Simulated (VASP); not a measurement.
Consider the following.

```
In
1.0
    3.01575     0.00000     0.00000
    0.00000     3.01575     0.00000
    0.00000     0.00000     3.01575
In
1
Cartesian
  0.00000   0.00000   0.00000
```

These are PBEsol GGA, VASP's PBE PAW potentials (set 64) (plane waves; VASP) values and carry that method's errors. Settings: 400 eV cut-off, Gaussian smearing of 0.050 eV, potentials In_d.

Unless said otherwise, spin-orbit coupling is left out, though it shifts the bands of the heavy elements here.

Q: What does the run give for the band gap (along the path) with the smallest direct gap where there is one?

A: 
| Quantity | Result |
|---|---|
| band gap (along the path) | none (metal, semimetal or under 0.01 eV) |

The absolute energy has meaning only against runs of the same code, potentials and settings.

The structure was generated: In was put into the simple-cubic type (Pm-3m), which need not be its known phase. It was relaxed first, which changed the volume by -7 %.
